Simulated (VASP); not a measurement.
# NbB2 (P6/mmm) in VASP: a series of runs

Runs on NbB2. Level: LDA. Tasks: relaxation of cell and atoms.

Everything below comes from runs of VASP 6.6.1. Logs are shortened: lines on timing, memory, paths and dates and some standing lists are left out, and cuts for length are marked.

## 1. Starting point

Symmetry: P6/mmm, No. 191, hexagonal system. The conventional cell has a = 3.086 Å, b = 3.086 Å, c = 3.306 Å, α = 90.00°, β = 90.00°, γ = 120.00°. Nb (site symmetry 6/mmm) has 12 B at 2.43 Å as nearest neighbours. B (site symmetry -6m2) is surrounded by 3 B at 1.78 Å.

## 2. Relaxation of cell and atoms, LDA

Input file INCAR:

```
SYSTEM = NbB2
PREC = Accurate
ENCUT = 350
EDIFF = 1E-7
ISMEAR = 0
SIGMA = 0.1
LREAL = .FALSE.
LASPH = .TRUE.
NELM = 80
ALGO = Normal
ISIF = 3
LWAVE = .FALSE.
LCHARG = .FALSE.
GGA = CA
IBRION = 2
NSW = 80
EDIFFG = -0.002
```

Input file KPOINTS:

```
regular mesh
0
G
  9 9 6
  0 0 0
```

Input file POSCAR:

```
NbB2
1.0
    3.0860000000      0.0000000000      0.0000000000
   -1.5430000000      2.6725544000      0.0000000000
    0.0000000000      0.0000000000      3.3060000000
Nb B
1 2
Direct
    0.0000000000      0.0000000000      0.0000000000
    0.3333333300      0.6666666700      0.5000000000
    0.6666666700      0.3333333300      0.5000000000
```

Potentials or basis: VASP PAW LDA potentials, release 64 (Nb_sv, B).

Started as:

```bash
$ cat potpaw_LDA.64/Nb_sv/POTCAR potpaw_LDA.64/B/POTCAR > POTCAR
$ mpirun -np 1 vasp_std > vasp.out
```

OUTCAR:

```text
SYSTEM = NbB2
   PREC = Accurate
   ENCUT = 350
   EDIFF = 1E-7
   ISMEAR = 0
   LREAL = .FALSE.
   LASPH = .TRUE.
   NELM = 80
   ISIF = 3
   GGA = CA
   IBRION = 2
   NSW = 80
   EDIFFG = -0.002

 ion  position               nearest neighbor table
   1  0.000  0.000  0.000-   2 2.43   3 2.43   2 2.43   3 2.43   3 2.43   3 2.43   2 2.43   2 2.43
                             3 2.43   3 2.43   2 2.43   2 2.43
   2  0.333  0.667  0.500-   3 1.78   3 1.78   3 1.78   1 2.43   1 2.43   1 2.43   1 2.43   1 2.43
                             1 2.43
   3  0.667  0.333  0.500-   2 1.78   2 1.78   2 1.78   1 2.43   1 2.43   1 2.43   1 2.43   1 2.43
                             1 2.43

  LATTYP: Found a hexagonal cell.
 ALAT       =     3.0860000000
 C/A-ratio  =     1.0712896954

  Lattice vectors:

 A1 = (   3.0860000000,   0.0000000000,   0.0000000000)
 A2 = (  -1.5430000000,   2.6725544000,   0.0000000000)
 A3 = (   0.0000000000,   0.0000000000,   3.3060000000)

Analysis of symmetry for initial positions (statically):
=====================================================================
 Subroutine PRICEL returns:
 Original cell was already a primitive cell.

 Routine SETGRP: Setting up the symmetry group for a
 hexagonal supercell.

 Subroutine GETGRP returns: Found 24 space group operations
 (whereof 24 operations were pure point group operations)
 out of a pool of 24 trial point group operations.

The static configuration has the point symmetry D_6h.

Analysis of symmetry for dynamics (positions and initial velocities):
=====================================================================
 Subroutine PRICEL returns:
 Original cell was already a primitive cell.

 Routine SETGRP: Setting up the symmetry group for a
 hexagonal supercell.

 Subroutine GETGRP returns: Found 24 space group operations
 (whereof 24 operations were pure point group operations)
 out of a pool of 24 trial point group operations.

The dynamic configuration has the point symmetry D_6h.

 Subroutine INISYM returns: Found 24 space group operations
 (whereof 24 operations are pure point group operations),
 and found     1 'primitive' translations

----------------------------------------------------------------------------------------

                                     Primitive cell

  volume of cell :      27.2662

  direct lattice vectors                    reciprocal lattice vectors
     3.086000000  0.000000000  0.000000000     0.324044070  0.187086931  0.000000000
    -1.543000000  2.672554400  0.000000000     0.000000000  0.374173862  0.000000000
     0.000000000  0.000000000  3.306000000     0.000000000  0.000000000  0.302480339

  length of vectors
     3.086000000  3.086000003  3.306000000     0.374173862  0.374173862  0.302480339

  position of ions in fractional coordinates (direct lattice)
     0.000000000  0.000000000  0.000000000
     0.333333330  0.666666670  0.500000000
     0.666666670  0.333333330  0.500000000

  ion indices of the primitive-cell ions
   primitive index   ion index
                 1           1
                 2           2
                 3           3

----------------------------------------------------------------------------------------

 KPOINTS: regular mesh

Automatic generation of k-mesh.
 Grid dimensions read from file:
 generate k-points for:    9    9    6

 Generating k-lattice:

  Cartesian coordinates                     Fractional coordinates (reciprocal lattice)
     0.036004897  0.020787437  0.000000000     0.111111111  0.000000000  0.000000000
     0.000000000  0.041574874  0.000000000     0.000000000  0.111111111  0.000000000
     0.000000000  0.000000000  0.050413390     0.000000000  0.000000000  0.166666667

  Length of vectors
     0.041574874  0.041574874  0.050413390

  Shift w.r.t. Gamma in fractional coordinates (k-lattice)
     0.000000000  0.000000000  0.000000000

 Subroutine IBZKPT returns following result:
 ===========================================

 Found     48 irreducible k-points:

 Following reciprocal coordinates:
            Coordinates               Weight
  0.000000  0.000000  0.000000      1.000000
  0.111111  0.000000  0.000000      6.000000
  0.222222  0.000000  0.000000      6.000000
  0.333333  0.000000  0.000000      6.000000
  0.444444  0.000000  0.000000      6.000000
  0.111111  0.111111  0.000000      6.000000
[... 16 lines left out ...]
  0.333333  0.222222  0.166667     24.000000
  0.333333  0.333333  0.166667      4.000000
 [... further k-points ...]
   k-points           NKPTS =     48   k-points in BZ     NKDIM =     48   number of bands    NBANDS=     13
   number of dos      NEDOS =    301   number of ions     NIONS =      3
   total plane-waves  NPLWV =   8000
   dimension x,y,z NGX =    20 NGY =   20 NGZ =   20
   dimension x,y,z NGXF=    40 NGYF=   40 NGZF=   40
   ions per type =               1   2
   NGX,Y,Z   is equivalent  to a cutoff of  10.77, 10.77, 10.06 a.u.
   NGXF,Y,Z  is equivalent  to a cutoff of  21.55, 21.55, 20.11 a.u.
 SYSTEM =  NbB2
   PREC   = accura    normal or accurate (medium, high low for compatibility)
   ISTART =      0    job   : 0-new  1-cont  2-samecut
   ICHARG =      2    charge: 1-file 2-atom 10-const
   ISPIN  =      1    spin polarized calculation?
   LNONCOLLINEAR =      F non collinear calculations
   LSORBIT =      F    spin-orbit coupling
   LASPH  =      T    aspherical Exc in radial PAW
   ENCUT  =  350.0 eV  25.72 Ry    5.07 a.u.   4.71  4.71  5.04*2*pi/ulx,y,z
   NELM   =     80;   NELMIN=  2; NELMDL= -5     # of ELM steps
   EDIFF  = 0.1E-06   stopping-criterion for ELM
   LREAL  =      F    real-space projection
   EDIFFG = -.2E-02   stopping-criterion for IOM
   NSW    =     80    number of steps for IOM
   IBRION =      2    ionic relax: 0-MD 1-quasi-New 2-CG
   NFREE  =      1    steps in history (QN), initial steepest desc. (CG)
   ISIF   =      3    stress and relaxation
   ISYM   =      2    0-nonsym 1-usesym 2-fastsym
   POTIM  = 0.5000    time-step for ionic-motion
   TEBEG  =    0.0;   TEEND  =   0.0 temperature during run
   PSTRESS=    0.0 pullay stress
   NELECT =      19.0000    total number of electrons
   NUPDOWN=      -1.0000    fix difference up-down
   EMIN   =  10.00;   EMAX   =-10.00  energy-range for DOS
   EFERMI =   0.00;   METHOD = LEGACY
   ISMEAR =     0;   SIGMA  =   0.10  broadening in eV -4-tet -1-fermi 0-gaus
   EFERMI_NEDOS =   21; number of points for ismear=-14 and -15
   IALGO  =     38    algorithm
   IMIX   =      4    mixing-type and parameters
     AMIX     =   0.40;   BMIX     =  1.00
     AMIX_MAG =   1.60;   BMIX_MAG =  1.00
  volume/ion in A,a.u.               =       9.09        61.33
  Fermi-wavevector in a.u.,A,eV,Ry     =   1.451390  2.742730 28.661138  2.106534
  Thomas-Fermi vector in A             =   2.568893
   LORBIT       =      0    0 simple, 1 ext, 2 COOP (PROOUT), +10 PAW based schemes
   GGA     = CA    functional components
   LHFCALC =     F    Hartree Fock is set to
   AEXX    =    0.0000 exact exchange contribution
   IVDW    =     0    specifies the selected vdW correction
   LEPSILON=     F    determine dielectric tensor
   LRPA    =     F    only Hartree local field effects (RPA)
 conjugate gradient relaxation of ions
 non-spin polarized calculation
 Gauss-broadening in eV      SIGMA  =   0.10
  energy-cutoff  :      350.00
  volume of cell :       27.27
 maximum number of plane-waves:       418
 NGX is ok and might be reduce to    20
   NGX =  9   NGY =  9   NGZ = 11

--------------------------------------- Ionic step        1  -------------------------------------------

 number of electron      18.9999998 magnetization

 Free energy of the ion-electron system (eV)
  ---------------------------------------------------
  ext. energy  EPLUGINS =         0.00000000
  ---------------------------------------------------
  free energy    TOTEN  =       -28.52169517 eV

  energy without entropy =      -28.51413515  energy(sigma->0) =      -28.51791516

------------------------ aborting loop because EDIFF is reached ----------------------------------------

  FORCE on cell =-STRESS in cart. coord.  units (eV):
  Direction    XX          YY          ZZ          XY          YZ          ZX
  --------------------------------------------------------------------------------------
  -------------------------------------------------------------------------------------
  Total       -0.8606163     -0.8606163     -0.9733568     -0.0000000      0.0000000      0.0000000
  in kB      -50.5702198    -50.5702200    -57.1949034     -0.0000000      0.0000000      0.0000000
  external PRESSURE =     -52.7784477 kB  Pullay stress =       0.0000000 kB
[... 281 lines left out ...]
  energy  without entropy=      -28.5217202711  energy(sigma->0) =      -28.52572550

--------------------------------------- Ionic step        9  -------------------------------------------

 number of electron      19.0000001 magnetization

 Free energy of the ion-electron system (eV)
  ---------------------------------------------------
  ext. energy  EPLUGINS =         0.00000000
  ---------------------------------------------------
  free energy    TOTEN  =       -28.52973412 eV

  energy without entropy =      -28.52172338  energy(sigma->0) =      -28.52572875

 E-fermi :  12.9176     XC(G=0): -13.3736

 val. band max:       12.9150806371   @ k =   0.2222   0.0000   0.1667
 cond. band min:      12.9638660139   @ k =   0.0000   0.0000   0.1667
 fundamental gap:      0.0487853768
 Fermi energy:        12.9175796802

 k-point     1 :       0.0000    0.0000    0.0000
  band No.  band energies     occupation
      1     -42.4310      2.00000
      2     -18.8012      2.00000
      3     -18.3204      2.00000
      4     -18.3204      2.00000
      5      -1.3777      2.00000
      6       8.4814      2.00000
      7       8.4814      2.00000
      8       8.5415      2.00000
      9       9.8117      2.00000
     10      14.2759      0.00000
     11      14.2759      0.00000
     12      16.1894      0.00000
     13      16.1894      0.00000
[... 353 lines left out ...]
 k-point    24 :       0.3333    0.3333    0.1667
  band No.  band energies     occupation
      1     -42.3086      2.00000
      2     -18.8864      2.00000
      3     -18.8864      2.00000
      4     -18.7294      2.00000
      5       3.5260      2.00000
      6       3.5260      2.00000
      7       4.8351      2.00000
      8       8.8378      2.00000
      9       8.8378      2.00000
     10      14.0938      0.00000
     11      14.0938      0.00000
     12      14.2955      0.00000
     13      19.8587      0.00000

 [... further k-points ...]
[... 5 lines left out ...]
  --------------------------------------------------------------------------------------
  -------------------------------------------------------------------------------------
  Total       -0.0009518     -0.0009518     -0.0001578      0.0000000      0.0000000      0.0000000
  in kB       -0.0569105     -0.0569105     -0.0094359      0.0000000      0.0000000      0.0000000
  external PRESSURE =      -0.0410857 kB  Pullay stress =       0.0000000 kB
[... 18 lines left out ...]
  FREE ENERGIE OF THE ION-ELECTRON SYSTEM (eV)
  ---------------------------------------------------
  free  energy   TOTEN  =       -28.5297341195 eV

  energy  without entropy=      -28.5217233836  energy(sigma->0) =      -28.52572875

 reached required accuracy - stopping structural energy minimisation
```

It took 43 s on 1 thread of AMD EPYC 7R13 (Zen 3), shared host; peak memory 0.09 GiB.

These settings aren't checked as converged: the numbers below hold their error.

What came out:

- Free energy: -28.5297 eV
- Relaxed volume: 8.93 Å³/atom
- Relaxed cell: a = 3.074 Å, b = 3.074 Å, c = 3.275 Å, α = 90.00°, β = 90.00°, γ = 120.00°
- Space group after relaxing (to 0.05 Å): P6/mmm (No. 191)
- Energy gained by relaxing: 2.7 meV/atom
- Ionic steps: 9
- Band gap on the k mesh: none (metal or under the smearing width)

Caveat: the cutoff is under 1.25 times the usual one of these potentials, so pressure, stress and relaxed cells hold a basis-set (Pulay) error.

## 3. Relaxation of cell and atoms, LDA

This run uses another cell than the first one, of 8.93 Å³/atom, 0.983 times its volume.

INCAR is that of step 2.

KPOINTS is that of step 2.

Input file POSCAR:

```
NbB2                                    
1.0
    3.0735789362     -0.0000000000      0.0000000000
   -1.5367894681      2.6617974432     -0.0000000000
    0.0000000000      0.0000000000      3.2753177489
  Nb              B             
     1     2
Direct
     0.0000000000000000    0.0000000000000000    0.0000000000000000
     0.3333333300000021    0.6666666699999979    0.5000000000000000
     0.6666666699999979    0.3333333300000021    0.5000000000000000
```

Potentials or basis: VASP PAW LDA potentials, release 64 (Nb_sv, B).

Started as:

```bash
$ cat potpaw_LDA.64/Nb_sv/POTCAR potpaw_LDA.64/B/POTCAR > POTCAR
$ mpirun -np 1 vasp_std > vasp.out
```

Wall time 14 s (1 thread of AMD EPYC 7R13 (Zen 3), shared host); peak memory 0.09 GiB.

These settings aren't checked as converged: the numbers below hold their error.

What came out:

```yaml
Free_energy: -28.5268 eV
Relaxed_volume: 8.93 Å³/atom
Relaxed_cell: a = 3.073 Å, b = 3.073 Å, c = 3.275 Å, α = 90.00°, β = 90.00°, γ = 120.00°
Space_group_after_relaxing_to_0.05_Å: P6/mmm (No. 191)
Energy_gained_by_relaxing: 0.0 meV/atom
Ionic_steps: 3
Band_gap_on_the_k_mesh: none (metal or under the smearing width)
```

Caveat: the cutoff is under 1.25 times the usual one of these potentials, so pressure, stress and relaxed cells hold a basis-set (Pulay) error.
